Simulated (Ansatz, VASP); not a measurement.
**SnTeS (1T-SnSTe, 1 layer) in two plane-wave programs**

Aim: how closely do two programs agree when they are given the same cell, functional and k mesh? Of the first pair: The structure shown is the start of the Ansatz relaxation below; VASP solves that cell, so the two are compared at the walk's first step.

Method: plane waves, with VASP 6.6.1 beside it; single point at PBE, in Ansatz 0.2.0.

### Step 1. Starting point

The cell holds 3 atoms: 1 Te, 1 Sn and 1 S. Cell: a = 3.742 Å, b = 3.742 Å, c = 24.431 Å, α = 90.0°, β = 90.0°, γ = 120.0°. Vacuum lies along c.

### Step 2. Ansatz: relaxation, PBE

Ansatz runs on its default PAW (the set named soft_2) files.

The two programs are compared at the cell with which this relaxation starts, whose forces are those of its first step.

input.yaml reads:

```yaml
crystal:
  lattice:
    - [3.7422765, 0.0, 0.0]
    - [-1.87113825, 3.240906517, 0.0]
    - [0.0, 0.0, 24.4305228475]
  atoms:
    - { symbol: Te, position: [0.6666666667, 0.3333333333, 0.45025643] }
    - { symbol: Sn, position: [0.0, 0.0, 0.513132516] }
    - { symbol: S, position: [0.3333333333, 0.6666666667, 0.54974357] }
kpoints:
  mp_grid: { grid: [12, 12, 1] }
hamiltonian:
  xc: pbe
scf:
  occupations: { method: fermi_dirac, width: 0.05 }
  convergence: { dr2_threshold: 1.0e-08 }
efield:
  axis: 3
  dipole_correction: true
  ramp_position: 0.97
  ramp_width: 0.04
relax:
  f_tol: 0.01
  cell: { fix: [c, alpha, beta] }
output:
  write_potential: true
  write_density: true
  volumetric_format: npy
```

Command:

```bash
> ansatz run input.yaml --threads 4 --pin off --max-ram 8192MiB --backend cpu --events-out ev --progress --plain --runs-dir out
```

Numbers of over 12 decimals in the logs are rounded to 6 here.

The log of the run:

```text
Warning: relax.cell: scf.convergence.dr2_threshold = 1e-8 eV is looser than the 3e-10 eV advised for a relaxation that steers and ends on the stress (1e-10 eV for each atom of the cell: 3). What an SCF threshold leaves in a stress goes as its square root, and in the free energy as the threshold itself, and one threshold admits the most on a small cell: [figures from the program's tests cut] Set scf.convergence.dr2_threshold to 3e-10 eV or tighter. The threshold is an SCF's pass mark: one that does not reach it within its budget of iterations ends unconverged, or closes short of it on a stop that the run arms, and scf.convergence.dr2_threshold's page says what that costs each kind of run
Engine: ansatz 0.2.0, aarch64-unknown-linux-gnu
Pseudopotentials: kind: paw
Pseudopotential: Te, paw, valence charge 16, recommended cutoff 420 eV (normal), Te.paw.azcp
Pseudopotential: Sn, paw, valence charge 14, recommended cutoff 420 eV (normal), Sn.paw.azcp
Pseudopotential: S, paw, valence charge 6, recommended cutoff 420 eV (normal), S.paw.azcp
Functional definition: PBE
  parameter kappa = 0.804
  parameter beta = 0.066725
  exchange = pbe_x(kappa = kappa, mu = beta*pi^2/3)
  correlation = pbe_c(beta = beta)
Crystal: 3 atoms, lattice volume = 296.302 Å³
Basis set: ecut = 420 eV, 5805 PW (Γ), exchange–correlation on 54×54×360 points (8 copies of the dense FFT grid, shifted against one another)
Bands: 22, of which v1, the nominal top of the filled ones, is band 18 counted from 1 (17 counted from 0)
Symmetry: 6 space group operations
Space group: P3m1 (ITA 156), of the structure as read, at distance tolerance 6.7e-5 Å
k-points: 19 of 144 (time reversal used)
Non-local potential: Te, projectors of the file, l = 0: 2, l = 1: 2, l = 2: 2, l = 3: 2
Non-local potential: Sn, projectors of the file, l = 0: 2, l = 1: 2, l = 2: 2, l = 3: 2
Non-local potential: S, projectors of the file, l = 0: 2, l = 1: 2, l = 2: 2
PAW form: soft (Blöchl's): semilocal exchange-correlation on the pseudo side does not see the compensation charge
PAW one-centre angular grid: Te, 590 points (default); XC on 64 Gauss nodes
PAW one-centre angular grid: Sn, 590 points (default); XC on 64 Gauss nodes
PAW one-centre angular grid: S, 110 points (default); XC on 64 Gauss nodes
Initial density: superposition of atomic densities (neutral atoms: chi_scale 0, normalization atom), corrected by the library's trained network
Initial wavefunctions: pseudopotential atomic-orbital guess
Functional: x = pbe(κ = 0.804, μ = 0.219515), c = pbe(β = 0.066725)
SCF iter   1: F=—  HF=-13903.937538 eV  |F-HF|=—  |Δ(HF+E_count)|=         —  Δρ=2.20e-3  dr2=3.48e-2  ethr=1.77e-3  p=0.023 e·Å  D=1.38e-2 V/Å  ΔV_dip=-0.34 eV  dr2_dipole=2.18e-3  V_vac-E_F(+/−)=4.80/5.14 eV  ⟨swp⟩=11.6  Hψ=3001  notcnv=0
efield: sawtooth ramp at fractional position 0.9700 (set: `efield.ramp_position`, or a place that a band, a saddle search or an elastic batch's reference lends), width 0.0400; the density the first Hamiltonian is built on has a dipole p = 0.023 e·Å; the dipole correction subtracts the counter field D = 1.38e-2 V/Å, which shifts the + side's vacuum level by -0.34 eV against the − side's; the planar-averaged density in the ramp window peaks in size at 2.7e-6 e/Å³
preconditioner: auto → none  [insulator: Δε(μ)=0.678 eV  Ē_g=10.085 eV  σ=0.050 eV  W_gap=1.00  n_scr=14 (ndim 8)  ℏωp=8.6 eV  f_vac=0.739  D(μ)=0.00/eV (n_scr^D=0)  ε∞_Penn≈1.7]
SCF iter   2: F=—  HF=-13903.958623 eV  |F-HF|=—  |Δ(HF+E_count)|=   2.11e-2  Δρ=2.30e-3  dr2=2.02e-1  ethr=9.66e-5  p=0.065 e·Å  D=3.96e-2 V/Å  ΔV_dip=-0.97 eV  dr2_dipole=4.37e-2  V_vac-E_F(+/−)=4.41/5.37 eV  ⟨swp⟩=4.3  Hψ=1093  notcnv=0
SCF iter   3: F=—  HF=-13903.932664 eV  |F-HF|=—  |Δ(HF+E_count)|=   2.60e-2  Δρ=9.50e-4  dr2=1.63e-2  ethr=9.66e-5  p=0.007 e·Å  D=4.41e-3 V/Å  ΔV_dip=-0.11 eV  dr2_dipole=2.33e-3  V_vac-E_F(+/−)=4.87/4.98 eV  ⟨swp⟩=5.1  Hψ=1155  notcnv=0
SCF iter   4: F=—  HF=-13903.930869 eV  |F-HF|=—  |Δ(HF+E_count)|=   1.80e-3  Δρ=3.49e-4  dr2=7.53e-4  ethr=4.52e-5  p=0.012 e·Å  D=7.27e-3 V/Å  ΔV_dip=-0.18 eV  dr2_dipole=6.35e-5  V_vac-E_F(+/−)=4.87/5.04 eV  ⟨swp⟩=2.3  Hψ=574  notcnv=0
SCF iter   5: F=—  HF=-13903.931120 eV  |F-HF|=—  |Δ(HF+E_count)|=   2.51e-4  Δρ=8.60e-5  dr2=4.25e-5  ethr=2.09e-6  p=0.011 e·Å  D=6.63e-3 V/Å  ΔV_dip=-0.16 eV  dr2_dipole=1.26e-9  V_vac-E_F(+/−)=4.87/5.04 eV  ⟨swp⟩=3.1  Hψ=683  notcnv=0
SCF iter   6: F=—  HF=-13903.931160 eV  |F-HF|=—  |Δ(HF+E_count)|=   4.02e-5  Δρ=3.06e-5  dr2=3.65e-6  ethr=1.18e-7  p=0.010 e·Å  D=6.32e-3 V/Å  ΔV_dip=-0.15 eV  dr2_dipole=1.46e-7  V_vac-E_F(+/−)=4.89/5.04 eV  ⟨swp⟩=3.1  Hψ=783  notcnv=0  defer=1
[...]
SCF iter   5: F=-13906.672059 eV  HF=-13906.672059 eV  |F-HF|=4.37e-9  |Δ(HF+E_count)|=   2.91e-8  Δρ=6.31e-7  dr2=1.63e-9  ethr=2.78e-11  p=-0.051 e·Å  D=-2.88e-2 V/Å  ΔV_dip=0.70 eV  dr2_dipole=2.38e-11  V_vac-E_F(+/−)=5.57/4.87 eV  ⟨swp⟩=9.4  Hψ=2659  notcnv=0
SCF 8 converged in 5 iterations: F = -13906.672059 eV  dr2 = 1.63e-9
relax step   8: F+E_penalty+E_count = -13906.67205860 eV  Δ(F+E_penalty+E_count) = -3.309e-5 eV  max|allowed force component| = 4.508e-3 eV/Å  Δτ_max = 0.0023 Å  P = +0.002 GPa  Ω = 321.218 Å³  energy of the carried Pulay correction = -2.662e-3 eV  fix = [c, alpha, beta]  reactions: c +0.006 GPa  (5 SCF iters, accepted)
Initial wavefunctions: pseudopotential atomic-orbital guess (no wavefunctions were taken with the density)
iter 1 solved again at ethr=2.64e-6 eV; its pass at ethr=3.10e-3 eV (dr2=9.52e-4 eV) is discarded
SCF iter   1: F=—  HF=-13906.671121 eV  |F-HF|=—  |Δ(HF+E_count)|=         —  Δρ=1.28e-4  dr2=1.94e-6  ethr=2.64e-6  p=-0.051 e·Å  D=-2.88e-2 V/Å  ΔV_dip=0.70 eV  dr2_dipole=3.41e-9  V_vac-E_F(+/−)=5.57/4.87 eV  ⟨swp⟩=3.1  Hψ=3615  notcnv=0
efield: sawtooth ramp at fractional position 0.9700 (set: `efield.ramp_position`, or a place that a band, a saddle search or an elastic batch's reference lends), width 0.0400; the density the first Hamiltonian is built on has a dipole p = -0.051 e·Å; the dipole correction subtracts the counter field D = -2.88e-2 V/Å, which shifts the + side's vacuum level by +0.70 eV against the − side's; the planar-averaged density in the ramp window peaks in size at 2.3e-6 e/Å³
eigensolver tolerance schedule: the retry pair's looser diagonalisation over-reported the residual by 490.11 of it (diagonalisation noise at 0.72 of the residual, at the tolerance the schedule requests for it); recorded, not acted on — ethr = c·dr2/N_el stays at c = 1.0e-1
preconditioner: auto → LDOS  [insulator: Δε(μ)=0.174 eV  Ē_g=8.578 eV  σ=0.050 eV  W_gap=0.69  n_scr=32 (ndim 8)  ℏωp=8.3 eV  f_vac=0.709  D(μ)=1.04/eV (n_scr^D=4)  ε∞_Penn≈1.9  β→1.0]
SCF iter   2: F=—  HF=-13906.673575 eV  |F-HF|=—  |Δ(HF+E_count)|=   2.45e-3  Δρ=1.93e-5  dr2=8.46e-7  ethr=5.39e-9  p=-0.051 e·Å  D=-2.88e-2 V/Å  ΔV_dip=0.70 eV  dr2_dipole=5.09e-9  V_vac-E_F(+/−)=5.57/4.87 eV  ⟨swp⟩=3.0  Hψ=1024  notcnv=0
SCF iter   3: F=—  HF=-13906.673562 eV  |F-HF|=—  |Δ(HF+E_count)|=   1.36e-5  Δρ=5.88e-6  dr2=5.69e-8  ethr=2.35e-9  p=-0.051 e·Å  D=-2.88e-2 V/Å  ΔV_dip=0.70 eV  dr2_dipole=1.76e-13  V_vac-E_F(+/−)=5.57/4.87 eV  ⟨swp⟩=2.0  Hψ=762  notcnv=0
SCF iter   4: F=-13906.673575 eV  HF=-13906.673574 eV  |F-HF|=1.04e-6  |Δ(HF+E_count)|=   1.20e-5  Δρ=1.09e-6  dr2=2.30e-9  ethr=2.78e-11  p=-0.051 e·Å  D=-2.88e-2 V/Å  ΔV_dip=0.70 eV  dr2_dipole=1.52e-11  V_vac-E_F(+/−)=5.57/4.87 eV  ⟨swp⟩=13.5  Hψ=3218  notcnv=0
SCF 9 converged in 4 iterations: F = -13906.673575 eV  dr2 = 2.30e-9
relax step   9: F+E_penalty+E_count = -13906.67357475 eV  Δ(F+E_penalty+E_count) = -1.516e-3 eV  max|allowed force component| = 4.647e-3 eV/Å  Δτ_max = 0.0000 Å  P = -0.006 GPa  Ω = 321.218 Å³  fix = [c, alpha, beta]  reactions: c -0.003 GPa  stress off target by 7.67e-3 GPa on what of the cell is left free  SCF on the basis re-selected at this cell (its energy is not comparable with the rows above)  (4 SCF iters)
basis re-selected at this cell: Δ(F+E_penalty+E_count) = -1.516e-3 eV, ΔP = -0.008 GPa vs the last step (what re-selecting the basis moved, of the pressure what is left beyond the Pulay correction that the steps carried, after the strain that the cell walked since its last selection, with what the two solves' SCF thresholds leave and, on support functions, any second-order correction that the steps lacked; it is no m [...]
WARN: The input density's exchange-correlation potential varies sharply where the density is thin. Do not read a vacuum level from v_tot or v_xc, or from such a field of the output density. On a cell that repeats whose density bears no net charge and no dipole along the vacuum's axis use v_es (v_loc + v_h of the components); under efield.dipole_correction with no amplitude use v_es + v_field, which holds any external [...]
SCF converged after 4 iterations
Free energy (F): -13906.673575 eV
Harris-Foulkes:  -13906.673574 eV  (|F-HF|=1.04e-6)
Internal energy: -13906.664366 eV  (E = F + TS)
E sigma→0 (E₀):  -13906.668970 eV
Entropy (-TS):   -0.009209 eV (-3.070 meV/atom)
Fermi energy:    -1.768837 eV
Dipole field:    D = -0.028805 V/Å  (p = -0.051134 e·Å, saw-weighted, corrected)
Work function:   Φ+ = 5.5727 eV   Φ− = 4.8690 eV
Levels:          The Fermi level and band energies are counted from a zero that moves with the ramp; work functions are not
--- Per-component energies (eV) ---
  E_band       = -731.256165
  E_kinetic    = 472.182875
  E_local      = -26003.605569  (includes V_loc(G=0)·N_el)
  E_nonlocal   = -312.758140
  E_hartree    = 13071.951909
  E_xc         = -601.559639
  E_vxc        = -284.714686  (∫ρ·V_xc dr)
  E_paw        = -9402.790409  (= ΣΔE_a)
  E_vpaw       = -746.168944  (= ΣTr[D̂ρ^β])
  E_aug_tail   = -0.000193  (compensation charges beyond the density's cutoff)
  E_efield     = 0.000736  (sawtooth field / dipole correction)
  E_vefield    = -0.098121  (∫n·V_field dr)
  E_ewald      = 8869.914064
  E_smearing   = -0.009209  (= −TS)
  E_closure    = 0.000000  (closes the sum)
  Σ components = -13906.673575   (vs F -13906.673575, Δ=0.00e0)
--- Forces (eV/Å), atoms counted from 1 ---
  atom   1  Te     0.00000000     0.00000000    -0.00012594
  atom   2  Sn    -0.00000000     0.00000000     0.00464581
  atom   3  S      0.00000000     0.00000000    -0.00452416
  max |Σ_I F_I| component: 4.29e-6 eV/Å
--- Stress (GPa, compression-positive) ---
       -0.007672       0.000000       0.000000
        0.000000      -0.007672       0.000000
        0.000000       0.000000      -0.003086
  P = ⅓ Tr σ = -0.0061 GPa (-0.061 kbar)
--- Band table (eV; the first three rows and the last of 19) ---
  k-point 0: bands = [... 14 lower, -3.6356, -3.6356, -1.5517, -1.5517, -1.3154, 1.1553, 1.8738, 1.8738]
  k-point 1: bands = [... 14 lower, -3.7344, -3.6513, -2.1727, -1.6338, -0.9571, 1.4002, 1.8642, 2.0258]
  k-point 2: bands = [... 14 lower, -3.9836, -3.6065, -3.1536, -1.8346, -0.6506, 1.2220, 2.3715, 2.4469]
  k-point 18: bands = [... 14 lower, -5.7374, -5.6320, -3.5480, -3.1176, -1.1212, 2.0601, 2.6797, 3.2291]
--- Relaxed structure (8 steps of the walk, 8 accepted, 1 SCFs on fresh bases) ---
  F+E_penalty+E_count = -13906.67357475 eV   max|allowed force component| = 4.647e-3 eV/Å   (the final SCF, on the basis selected at the relaxed cell)
  cell:  # Å, volume = 321.2178 Å³
    - [3.896441, 0, 0]
    - [-1.948220, 3.374417, 0]
    - [0, 0, 24.4305228475]
  atoms:
    - { symbol: Te, position: [0.666667, 0.333333, 0.433313] }
    - { symbol: Sn, position: [-1.117947058757351e-18, 0, 0.510819] }
    - { symbol: S, position: [0.333333, 0.666667, 0.569001] }
```

### Step 3. VASP: single point, PBE, start cell, pair 1

The same cell, functional, mesh and smearing now go to VASP, with its own data sets.

Lines of VASP's logs that name or quote its potential files are left out, and so is its time.

INCAR reads:

```
SYSTEM = SnTeS
PREC = Accurate
ENCUT = 400
EDIFF = 1E-06
NELM = 120
ISMEAR = -1
SIGMA = 0.05
LREAL = .FALSE.
ALGO = Normal
GGA = PE
NBANDS = 19
LORBIT = 11
LWAVE = .FALSE.
LCHARG = .FALSE.
ISIF = 2
LDIPOL = .TRUE.
IDIPOL = 3
DIPOL = 0.5 0.5 0.505
LVHAR = .TRUE.
LASPH = .TRUE.
GGA_COMPAT = .FALSE.
NELMDL = -8
```

POSCAR reads:

```
SnTeS
1.0
    3.7422770000      0.0000000000      0.0000000000
   -1.8711380000      3.2409070000      0.0000000000
    0.0000000000      0.0000000000     24.4305230000
Te Sn S
1 1 1
Direct
    0.6666664371      0.3333332305      0.4502564272
    0.0000000000      0.0000000000      0.5131325269
    0.3333331414      0.6666664610      0.5497435728
```

KPOINTS reads:

```
Automatic mesh
0
Gamma
12 12 1
0 0 0
```

The projector-augmented-wave data sets are Te, Sn_d and S (PBE family, release 64).

Command:

```bash
> mpirun -np 1 vasp_std
```

The log of the run:

```text
[banner, memory and clock lines left out]
running    1 mpi-ranks, on    1 nodes
 distrk:  each k-point on    1 cores,    1 groups
 distr:  one band on    1 cores,    1 groups

 POSCAR found type information on POSCAR TeSnS
 POSCAR found :  3 types and       3 ions
 LDA part: xc-table for (Slater+PW92), standard interpolation
 POSCAR, INCAR and KPOINTS ok, starting setup
 FFT: planning ... GRIDC
 FFT: planning ... GRID_SOFT
 FFT: planning ... GRID
 WAVECAR not read
 entering main loop
       N       E                     dE             d eps       ncg     rms          rms(c)
DAV:   1     0.174301608563E+03    0.17430E+03   -0.97900E+03   874   0.881E+02
DAV:   2     0.945974207364E+01   -0.16484E+03   -0.16058E+03   923   0.218E+02
DAV:   3    -0.883889234997E+01   -0.18299E+02   -0.18237E+02   979   0.893E+01
DAV:   4    -0.933605061446E+01   -0.49716E+00   -0.49685E+00  1094   0.166E+01
DAV:   5    -0.934458496217E+01   -0.85343E-02   -0.85336E-02  1122   0.199E+00
DAV:   6    -0.934468536930E+01   -0.10041E-03   -0.10041E-03  1091   0.196E-01
DAV:   7    -0.934468961585E+01   -0.42466E-05   -0.42464E-05  1144   0.352E-02
DAV:   8    -0.934468967942E+01   -0.63572E-07   -0.63325E-07   899   0.451E-03    0.131E+01
DAV:   9    -0.886387120290E+01    0.48082E+00   -0.81443E-01  1039   0.986E+00    0.852E+00
DAV:  10    -0.880963037384E+01    0.54241E-01   -0.73519E-01   957   0.633E+00    0.105E+00
DAV:  11    -0.878668249435E+01    0.22948E-01   -0.14102E-01   906   0.382E+00    0.621E-01
DAV:  12    -0.878725614726E+01   -0.57365E-03   -0.87913E-03   891   0.563E-01    0.295E-01
DAV:  13    -0.878722256206E+01    0.33585E-04   -0.11009E-03  1081   0.426E-01    0.154E-01
DAV:  14    -0.878715490973E+01    0.67652E-04   -0.51263E-04   870   0.150E-01    0.455E-02
[...]
DAV:  18    -0.878733214779E+01   -0.53335E-04   -0.10117E-05   863   0.151E-02    0.875E-03
DAV:  19    -0.878741093399E+01   -0.78786E-04   -0.13484E-05   835   0.198E-02    0.530E-03
DAV:  20    -0.878742188994E+01   -0.10956E-04   -0.27001E-07   859   0.334E-03    0.331E-03
DAV:  21    -0.878745654453E+01   -0.34655E-04   -0.79072E-07   796   0.330E-03    0.192E-03
DAV:  22    -0.878746266903E+01   -0.61245E-05   -0.90259E-08   851   0.151E-03    0.150E-03
DAV:  23    -0.878746860602E+01   -0.59370E-05   -0.72140E-08   779   0.163E-03    0.899E-04
DAV:  24    -0.878747127179E+01   -0.26658E-05   -0.45374E-08   810   0.652E-04    0.583E-04
DAV:  25    -0.878747203837E+01   -0.76658E-06   -0.16454E-08   811   0.577E-04
   1 F= -.87874720E+01 E0= -.87874030E+01  d E =-.138044E-03
```

Parts of OUTCAR (step 3):

```text
ion  position               nearest neighbor table
   1  0.667  0.333  0.450-   2 2.65   2 2.65   2 2.65
   2  0.000  0.000  0.513-   3 2.34   3 2.34   3 2.34   1 2.65   1 2.65   1 2.65
   3  0.333  0.667  0.550-   2 2.34   2 2.34   2 2.34

  LATTYP: Found a hexagonal cell.
 ALAT       =     3.7422770000
 C/A-ratio  =     6.5282508483

 Subroutine GETGRP returns: Found  6 space group operations
 (whereof  6 operations were pure point group operations)

The static configuration has the point symmetry C_3v.

 Found     19 irreducible k-points:

   k-points           NKPTS =     19   k-points in BZ     NKDIM =     19   number of bands    NBANDS=     19

   dimension x,y,z NGX =    24 NGY =   24 NGZ =  160
   dimension x,y,z NGXF=    48 NGYF=   48 NGZF=  320

   ENCUT  =  400.0 eV  29.40 Ry    5.42 a.u.   6.10  6.10 39.84*2*pi/ulx,y,z

   NELECT =      26.0000    total number of electrons

 k-points in reciprocal lattice and weights: Automatic mesh
   0.00000000  0.00000000  0.00000000       0.007
   0.08333333  0.00000000  0.00000000       0.042
   0.16666667  0.00000000  0.00000000       0.042
   0.25000000  0.00000000  0.00000000       0.042
   0.33333333  0.00000000  0.00000000       0.042
   0.41666667  0.00000000  0.00000000       0.042
   0.50000000  0.00000000  0.00000000       0.021
   0.08333333  0.08333333  0.00000000       0.042
   0.16666667  0.08333333  0.00000000       0.083
[...]
0.33333333  0.25000000  0.00000000       0.083
   0.33333333  0.33333333  0.00000000       0.014

 dipolmoment           0.000000      0.000000     -0.012381 electrons x Angstroem

 average (electrostatic) potential at core
       1 -95.7746       2-109.6976       3 -94.0329

 E-fermi :  -1.9163

 k-point     1 :       0.0000    0.0000    0.0000
  band No.  band energies     occupation
    ...
      9      -5.4731      2.00000
     10      -5.4731      2.00000
     11      -3.6503      2.00000
     12      -2.3615      1.99973
     13      -2.3615      1.99973
     14      -1.3470      0.00002
     15       1.2017      0.00000
     16       1.6256      0.00000
     17       1.6256      0.00000
     18       2.4025      0.00000
    ...

 k-point     2 :       0.0833    0.0000    0.0000
  band No.  band energies     occupation
    ...
      9      -5.9995      2.00000
     10      -5.6596      2.00000
     11      -3.5205      2.00000
     12      -2.8410      2.00000
     13      -2.3058      1.99917
     14      -0.9874      0.00000
     15       1.2455      0.00000
     16       1.7976      0.00000
     17       1.9303      0.00000
     18       2.5216      0.00000
    ...

 k-point     3 :       0.1667    0.0000    0.0000
  band No.  band energies     occupation
    ...
      9      -6.5705      2.00000
     10      -6.0919      2.00000
     11      -3.9906      2.00000
     12      -3.1606      2.00000
     13      -2.2526      1.99761
     14      -0.4667      0.00000
     15       0.9786      0.00000
     16       2.3366      0.00000
     17       2.5167      0.00000
     18       2.8041      0.00000
    ...

  Total       16.4378318     16.4378323     12.6187219      0.0000025      0.0000000      0.0000000
  in kB       88.8832346     88.8832373     68.2324064      0.0000137      0.0000000      0.0000000
  external PRESSURE =      81.9996261 kB  Pullay stress =       0.0000000 kB

  energy-cutoff  :      400.00
  volume of cell :      296.30
      direct lattice vectors                 reciprocal lattice vectors
     3.742277000  0.000000000  0.000000000     0.267216991  0.154277758  0.000000000
    -1.871138000  3.240907000  0.000000000     0.000000000  0.308555599  0.000000000
     0.000000000  0.000000000 24.430523000     0.000000000  0.000000000  0.040932402

 POSITION                                       TOTAL-FORCE (eV/Angst)
 -----------------------------------------------------------------------------------
      1.87114      1.08030     11.00000         0.000000      0.000000     -4.943187
      0.00000      0.00000     12.53610         0.000000      0.000000     -0.704412
     -0.00000      2.16060     13.43052        -0.000000      0.000000      5.647598
 -----------------------------------------------------------------------------------
    total drift:                                0.000307      0.000369     -0.001696

  FREE ENERGIE OF THE ION-ELECTRON SYSTEM (eV)
  ---------------------------------------------------
  free  energy   TOTEN  =        -8.7874720384 eV

  energy  without entropy=       -8.7873339941  energy(sigma->0) =       -8.78740302

 vacuum level on the upper side and lower side of the slab         2.947         3.131

 total charge
# of ion       s       p       d       tot
------------------------------------------
    1        1.395   2.159   0.052   3.607
    2        1.048   1.378  10.284  12.709
    3        1.354   2.513   0.000   3.867
--------------------------------------------------
tot          3.797   6.050  10.336  20.183

[... 3 further parts left out ...]
```

[end of part 1 of 2]

[Lines on the potential files, build, host, timing and source positions are cut from VASP's logs without a mark.]

[Logs are printed without paths, hosts, clocks, repeated set-up lines and the standing remarks that a program may print on its own settings, such as how far it seeks lower states.]

[Hosts, paths, dates, database ids (printed as entryN), source tags and the programs' standing remarks are cut or masked in the printed files.]
